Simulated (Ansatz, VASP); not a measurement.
**Si2W: VASP beside Ansatz**

Aim: how closely do two programs agree when they are given the same cell, functional and k mesh? The cell is taken from a series of runs on this material, whose earlier steps may have relaxed, scaled, displaced or heated it; both programs get it as it stands.

Main program and level: Ansatz 0.2.0; plane waves, with VASP 6.6.1 beside it; zone-centre phonons at PBEsol.

## (1) The starting structure

The structure is tetragonal, space group I4/mmm (No. 139). The conventional cell has a = 3.084 Å, b = 3.084 Å, c = 7.588 Å, α = 90.00°, β = 90.00°, γ = 90.00°. Nearest to Si lie 5 Si at 2.52 to 2.53 Å and 5 W at 2.52 to 2.53 Å. Nearest to W lie 10 Si at 2.52 to 2.53 Å. Farther neighbours are not listed.

## (2) VASP: zone-centre phonons, PBEsol

Second derivatives magnify differences that forces hide, and they need a tight electronic threshold.

Lines of VASP's logs that name or quote its potential files are left out, and so is its time.

INCAR

```
SYSTEM = Si2W
PREC = Accurate
ENCUT = 600
EDIFF = 1E-08
NELM = 120
ISMEAR = 1
SIGMA = 0.2
LREAL = .FALSE.
ALGO = Normal
GGA = PS
NBANDS = 13
LASPH = .TRUE.
LORBIT = 11
LWAVE = .FALSE.
LCHARG = .FALSE.
ISIF = 2
IBRION = 8
GGA_COMPAT = .FALSE.
KPAR = 2
```

POSCAR

```
Si2W
1.0
   -1.5419661312      1.5419661312      3.7938605343
    1.5419661312     -1.5419661312      3.7938605343
    1.5419661312      1.5419661312     -3.7938605343
Si W
2 1
Direct
    0.3329711765      0.3329711765      0.0000000000
    0.6670288235      0.6670288235      0.0000000000
    0.0000000000      0.0000000000      0.0000000000
```

KPOINTS

```
Automatic mesh
0
Gamma
20 20 20
0 0 0
```

PAW data sets: Si and W (PBE family, release 64).

On the command line:

```sh
$ mpirun -np 2 vasp_std
```

Numbers of over 12 decimals in the logs are rounded to 6 here.

What it wrote:

```text
[banner, memory and clock lines left out]
running    2 mpi-ranks, on    1 nodes
 distrk:  each k-point on    1 cores,    2 groups
 distr:  one band on    1 cores,    1 groups

 POSCAR found type information on POSCAR SiW
 POSCAR found :  2 types and       3 ions
|                                                                             |
|               ----> ADVICE to this user running VASP <----                  |
|                                                                             |
|     You enforced a specific xc type in the INCAR file but a different       |
|     [... a line on the potential file left out ...]
|     I HOPE YOU KNOW WHAT YOU ARE DOING!                                     |
|                                                                             |

 LDA part: xc-table for (Slater+PW92), standard interpolation
 POSCAR, INCAR and KPOINTS ok, starting setup
 FFT: planning ... GRIDC
 FFT: planning ... GRID_SOFT
 FFT: planning ... GRID
 WAVECAR not read
 entering main loop
       N       E                     dE             d eps       ncg     rms          rms(c)
DAV:   1     0.370587675646E+02    0.37059E+02   -0.67779E+03 16682   0.107E+03
DAV:   2    -0.243921478533E+02   -0.61451E+02   -0.56105E+02 20301   0.213E+02
DAV:   3    -0.271407118561E+02   -0.27486E+01   -0.26724E+01 22711   0.359E+01
DAV:   4    -0.271765552579E+02   -0.35843E-01   -0.35803E-01 19868   0.467E+00
DAV:   5    -0.271770634202E+02   -0.50816E-03   -0.50801E-03 23363   0.484E-01    0.320E+01
DAV:   6    -0.265295927515E+02    0.64747E+00   -0.14298E+00 24588   0.788E+00    0.148E+01
DAV:   7    -0.263898157662E+02    0.13978E+00   -0.14201E-01 19011   0.259E+00    0.536E+00
DAV:   8    -0.263740407300E+02    0.15775E-01   -0.21584E-02 22012   0.104E+00    0.519E-01
DAV:   9    -0.263737549880E+02    0.28574E-03   -0.12293E-03 19899   0.250E-01    0.292E-01
DAV:  10    -0.263737478699E+02    0.71181E-05   -0.19376E-04 21214   0.875E-02    0.798E-02
DAV:  11    -0.263737372123E+02    0.10658E-04   -0.26727E-05 20182   0.361E-02    0.153E-02
DAV:  12    -0.263737371801E+02    0.32174E-07   -0.98761E-07 21077   0.778E-03    0.769E-03
DAV:  13    -0.263737371394E+02    0.40725E-07   -0.73491E-08 20775   0.200E-03    0.107E-03
DAV:  14    -0.263737371286E+02    0.10723E-07   -0.29952E-09 12548   0.482E-04    0.250E-04
DAV:  15    -0.263737371346E+02   -0.59911E-08   -0.50846E-10 10623   0.250E-04
   1 F= -.26373737E+02 E0= -.26373762E+02  d E =0.751485E-04
 Linear response reoptimize wavefunctions to high precision
DAV:   1    -0.263737371403E+02   -0.57084E-08   -0.67876E-11 12548   0.753E-05
DAV:   2    -0.263737371403E+02    0.50022E-11   -0.11892E-11 10173   0.384E-05
 Linear response DOF=           4
 Linear response progress:
  Degree of freedom:   1/  4
       N       E                     dE             d eps       ncg     rms          rms(c)
RMM:   1    -0.182334807160E-01   -0.18233E-01    0.15308E-02135845   0.918E-01
RMM:   2    -0.168152226999E-01    0.14183E-02   -0.70834E-04 88383   0.222E-01    0.108E-01
RMM:   3    -0.168821569449E-01   -0.66934E-04   -0.17432E-04 88796   0.683E-02    0.586E-02
RMM:   4    -0.170715126015E-01   -0.18936E-03   -0.10814E-04 88722   0.517E-02    0.131E-02
RMM:   5    -0.170607426071E-01    0.10770E-04   -0.21273E-06 92625   0.990E-03    0.136E-03
RMM:   6    -0.170665860423E-01   -0.58434E-05   -0.23331E-07 93484   0.176E-03    0.783E-04
RMM:   7    -0.170659564121E-01    0.62963E-06    0.49709E-09 94514   0.403E-04    0.621E-05
RMM:   8    -0.170664119439E-01   -0.45553E-06   -0.70021E-09 95854   0.123E-04    0.132E-05
RMM:   9    -0.170663976995E-01    0.14244E-07    0.11937E-09 98694   0.288E-05    0.175E-06
RMM:  10    -0.170663991222E-01   -0.14226E-08   -0.16669E-10 93450   0.109E-05    0.101E-06
 first order change of Fermi-energy   0.15876E-04
 force on displaced ion       1 direction 1 : -13.064   0.000  -0.000
 Linear response progress:
  Degree of freedom:   2/  4
       N       E                     dE             d eps       ncg     rms          rms(c)
RMM:   1    -0.266682979761E-01   -0.26668E-01    0.38668E-02 41900   0.116E+00
RMM:   2    -0.237238387968E-01    0.29445E-02   -0.12010E-03 26812   0.295E-01    0.176E-01
RMM:   3    -0.236711196642E-01    0.52719E-04   -0.68481E-04 26658   0.129E-01    0.124E-01
RMM:   4    -0.237769207489E-01   -0.10580E-03   -0.75698E-05 27875   0.434E-02    0.542E-02
RMM:   5    -0.238344819091E-01   -0.57561E-04   -0.59070E-06 27979   0.124E-02    0.137E-02
RMM:   6    -0.238392924118E-01   -0.48105E-05   -0.46546E-07 28281   0.343E-03    0.222E-03
RMM:   7    -0.238374712591E-01    0.18212E-05   -0.34097E-08 28666   0.128E-03    0.684E-04
RMM:   8    -0.238376779784E-01   -0.20672E-06    0.95189E-09 29511   0.253E-04    0.953E-05
RMM:   9    -0.238377703246E-01   -0.92346E-07   -0.59323E-09 29032   0.823E-05    0.168E-05
RMM:  10    -0.238377727697E-01   -0.24451E-08    0.13485E-10 30732   0.223E-05    0.847E-06
 first order change of Fermi-energy  -0.44817E+00
 force on displaced ion       1 direction 3 :   0.000   0.000 -19.307
 Linear response progress:
  Degree of freedom:   3/  4
       N       E                     dE             d eps       ncg     rms          rms(c)
RMM:   1    -0.123037203096E+00   -0.12304E+00   -0.10714E-01 60288   0.184E+00
RMM:   2    -0.121755364175E+00    0.12818E-02   -0.13956E-03 47254   0.276E-01    0.161E-01
RMM:   3    -0.121386743462E+00    0.36862E-03   -0.20288E-04 48379   0.826E-02    0.912E-02
RMM:   4    -0.121520305152E+00   -0.13356E-03   -0.25517E-04 48038   0.951E-02    0.128E-02
RMM:   5    -0.121509872310E+00    0.10433E-04   -0.70595E-06 51639   0.175E-02    0.379E-03
RMM:   6    -0.121514909027E+00   -0.50367E-05   -0.12965E-07 51151   0.225E-03    0.877E-04
RMM:   7    -0.121514362554E+00    0.54647E-06   -0.10444E-08 52633   0.550E-04    0.112E-04
RMM:   8    -0.121514352038E+00    0.10516E-07   -0.47952E-09 52693   0.150E-04    0.279E-05
RMM:   9    -0.121514115737E+00    0.23630E-06   -0.44029E-09 53989   0.609E-05    0.542E-06
RMM:  10    -0.121514081058E+00    0.34679E-07   -0.56069E-09 55634   0.275E-05    0.210E-06
RMM:  11    -0.121514103611E+00   -0.22553E-07   -0.41457E-09 53961   0.232E-05    0.393E-07
RMM:  12    -0.121514100424E+00    0.31868E-08   -0.51897E-09 38231   0.190E-05    0.925E-08
 first order change of Fermi-energy  -0.74560E-03
 force on displaced ion       3 direction 1 : -16.594  -0.000  -0.000
 Linear response progress:
  Degree of freedom:   4/  4
       N       E                     dE             d eps       ncg     rms          rms(c)
RMM:   1    -0.141549405435E+00   -0.14155E+00   -0.13288E-01 32890   0.190E+00
RMM:   2    -0.136608751760E+00    0.49407E-02   -0.21652E-03 25836   0.333E-01    0.194E-01
RMM:   3    -0.135903703453E+00    0.70505E-03   -0.90504E-04 26938   0.146E-01    0.102E-01
RMM:   4    -0.135969079055E+00   -0.65376E-04   -0.29290E-04 27010   0.949E-02    0.309E-02
RMM:   5    -0.136040460424E+00   -0.71381E-04   -0.48253E-05 26690   0.417E-02    0.745E-03
RMM:   6    -0.136053751071E+00   -0.13291E-04   -0.96569E-07 29246   0.584E-03    0.200E-03
RMM:   7    -0.136045121685E+00    0.86294E-05   -0.18134E-07 27670   0.207E-03    0.217E-04
RMM:   8    -0.136045823589E+00   -0.70190E-06   -0.47676E-09 29150   0.327E-04    0.107E-04
RMM:   9    -0.136045867718E+00   -0.44130E-07   -0.22250E-09 29692   0.675E-05    0.537E-05
RMM:  10    -0.136045907803E+00   -0.40085E-07   -0.22726E-09 29815   0.427E-05    0.246E-06
RMM:  11    -0.136045917689E+00   -0.98860E-08   -0.33435E-09 30624   0.211E-05    0.137E-06
 first order change of Fermi-energy   0.49455E-03
 force on displaced ion       3 direction 3 :  -0.000  -0.000 -22.425
 Linear response finished
```

From OUTCAR (step 2):

```text
ion  position               nearest neighbor table
   1  0.333  0.333  0.000-   2 2.52   2 2.52   2 2.52   2 2.52   3 2.52   3 2.52   3 2.52   3 2.52
                             3 2.53   2 2.53
   2  0.667  0.667  0.000-   1 2.52   1 2.52   1 2.52   1 2.52   3 2.52   3 2.52   3 2.52   3 2.52
                             3 2.53   1 2.53
   3  0.000  0.000  0.000-   1 2.52   2 2.52   2 2.52   2 2.52   2 2.52   1 2.52   1 2.52   1 2.52
                             1 2.53   2 2.53

  LATTYP: Found a body centered tetragonal cell.
 ALAT       =     3.0839322624
 C/A-ratio  =     2.4604045819

 Subroutine GETGRP returns: Found 16 space group operations
 (whereof 16 operations were pure point group operations)

The static configuration has the point symmetry D_4h.

 Found    641 irreducible k-points:

   k-points           NKPTS =    641   k-points in BZ     NKDIM =    641   number of bands    NBANDS=     13

   dimension x,y,z NGX =    36 NGY =   36 NGZ =   36
   dimension x,y,z NGXF=    72 NGYF=   72 NGZF=   72

   ENCUT  =  600.0 eV  44.10 Ry    6.64 a.u.   8.74  8.74  8.74*2*pi/ulx,y,z

   NELECT =      14.0000    total number of electrons

 k-points in reciprocal lattice and weights: Automatic mesh
   0.00000000  0.00000000  0.00000000       0.000
   0.05000000  0.00000000  0.00000000       0.001
   0.10000000 -0.00000000  0.00000000       0.001
   0.15000000 -0.00000000  0.00000000       0.001
   0.20000000 -0.00000000  0.00000000       0.001
   0.25000000 -0.00000000  0.00000000       0.001
   0.30000000 -0.00000000  0.00000000       0.001
   0.35000000 -0.00000000  0.00000000       0.001
   0.40000000 -0.00000000  0.00000000       0.001
[...]
-0.45000000 -0.45000000  0.45000000       0.000
   0.50000000  0.50000000  0.50000000       0.000

 average (electrostatic) potential at core
       1 -77.4446       2 -77.4446       3 -32.7305

  Total        7.0127417      7.0127417      7.0252531      0.0000000      0.0000000      0.0000000
  in kB      311.3919657    311.3919657    311.9475189      0.0000000      0.0000000      0.0000000
  external PRESSURE =     311.5771501 kB  Pullay stress =       0.0000000 kB

  energy-cutoff  :      600.00
  volume of cell :       36.08
      direct lattice vectors                 reciprocal lattice vectors
    -1.541966131  1.541966131  3.793860534     0.000000000  0.324261337  0.131791877
     1.541966131 -1.541966131  3.793860534     0.324261337  0.000000000  0.131791877
     1.541966131  1.541966131 -3.793860534     0.324261337  0.324261337  0.000000000

 POSITION                                       TOTAL-FORCE (eV/Angst)
 -----------------------------------------------------------------------------------
      0.00000      0.00000      2.52649         0.000000      0.000000     -0.011369
      0.00000      0.00000      5.06123        -0.000000     -0.000000      0.011369
      0.00000      0.00000      0.00000        -0.000000     -0.000000      0.000000
 -----------------------------------------------------------------------------------
    total drift:                                0.000000      0.000000     -0.000000

 Eigenvectors and eigenvalues of the dynamical matrix
 ----------------------------------------------------

   1 f  =   15.441853 THz    97.024021 2PiTHz  515.084758 cm-1    63.862342 meV
             X         Y         Z           dx          dy          dz
      0.000000  0.000000  2.526492     0.000000   -0.000000    0.707107
      0.000000  0.000000  5.061229     0.000000    0.000000   -0.707107
      0.000000  0.000000  0.000000    -0.000000   -0.000000    0.000000

   2 f  =   12.457321 THz    78.271659 2PiTHz  415.531515 cm-1    51.519319 meV
             X         Y         Z           dx          dy          dz
      0.000000  0.000000  2.526492    -0.652909    0.271496    0.000000
      0.000000  0.000000  5.061229     0.652909   -0.271496   -0.000000
      0.000000  0.000000  0.000000     0.000000    0.000000    0.000000

   3 f  =   12.457321 THz    78.271659 2PiTHz  415.531515 cm-1    51.519319 meV
             X         Y         Z           dx          dy          dz
      0.000000  0.000000  2.526492    -0.271496   -0.652909   -0.000000
      0.000000  0.000000  5.061229     0.271496    0.652909    0.000000
      0.000000  0.000000  0.000000    -0.000000   -0.000000    0.000000

   4 f  =   11.286395 THz    70.914512 2PiTHz  376.473616 cm-1    46.676758 meV
             X         Y         Z           dx          dy          dz
      0.000000  0.000000  2.526492     0.000000   -0.000000   -0.618860
      0.000000  0.000000  5.061229     0.000000   -0.000000   -0.618860
      0.000000  0.000000  0.000000     0.000000   -0.000000    0.483761

   5 f  =    9.708393 THz    60.999632 2PiTHz  323.837129 cm-1    40.150669 meV
             X         Y         Z           dx          dy          dz
      0.000000  0.000000  2.526492    -0.000000   -0.618852    0.000000
      0.000000  0.000000  5.061229    -0.000000   -0.618852    0.000000
      0.000000  0.000000  0.000000    -0.000000    0.483782    0.000000

   6 f  =    9.708393 THz    60.999632 2PiTHz  323.837129 cm-1    40.150669 meV
             X         Y         Z           dx          dy          dz
      0.000000  0.000000  2.526492    -0.618852    0.000000    0.000000
      0.000000  0.000000  5.061229    -0.618852    0.000000   -0.000000
      0.000000  0.000000  0.000000     0.483782   -0.000000    0.000000

   7 f/i=    0.000039 THz     0.000247 2PiTHz    0.001310 cm-1     0.000162 meV
             X         Y         Z           dx          dy          dz
      0.000000  0.000000  2.526492     0.000000    0.000000    0.342071
      0.000000  0.000000  5.061229     0.000000    0.000000    0.342071
      0.000000  0.000000  0.000000     0.000000    0.000000    0.875200

   8 f/i=    0.000260 THz     0.001634 2PiTHz    0.008674 cm-1     0.001075 meV
             X         Y         Z           dx          dy          dz
      0.000000  0.000000  2.526492     0.338317    0.050639   -0.000000
      0.000000  0.000000  5.061229     0.338317    0.050639   -0.000000
      0.000000  0.000000  0.000000     0.865547    0.129554   -0.000000

   9 f/i=    0.000260 THz     0.001634 2PiTHz    0.008674 cm-1     0.001075 meV
             X         Y         Z           dx          dy          dz
      0.000000  0.000000  2.526492     0.050639   -0.338317    0.000000
      0.000000  0.000000  5.061229     0.050639   -0.338317    0.000000
      0.000000  0.000000  0.000000     0.129554   -0.865547    0.000000

 ELASTIC MODULI CONTR FROM IONIC RELAXATION (kBar)
 Direction    XX          YY          ZZ          XY          YZ          ZX
 --------------------------------------------------------------------------------
 XX         -53.7328    -53.7328     -4.7245      0.0000     -0.0000     -0.0000
 YY         -53.7328    -53.7328     -4.7245      0.0000     -0.0000     -0.0000
 ZZ          -4.7245     -4.7245     -0.4154      0.0000     -0.0000     -0.0000
 XY           0.0000      0.0000      0.0000      0.0000      0.0000      0.0000
 YZ          -0.0000     -0.0000     -0.0000      0.0000    -62.3978     -0.0000
 ZX          -0.0000     -0.0000     -0.0000      0.0000     -0.0000    -33.4848
 --------------------------------------------------------------------------------
```

(Continued in part 2 of 2.)

[Lines on the potential files, build, host, timing and source positions are cut from VASP's logs without a mark.]

[Logs are printed without paths, hosts, clocks, repeated set-up lines and the standing remarks that a program may print on its own settings, such as how far it seeks lower states.]

[Hosts, paths, dates, database ids (printed as entryN), source tags and the programs' standing remarks are cut or masked in the printed files.]
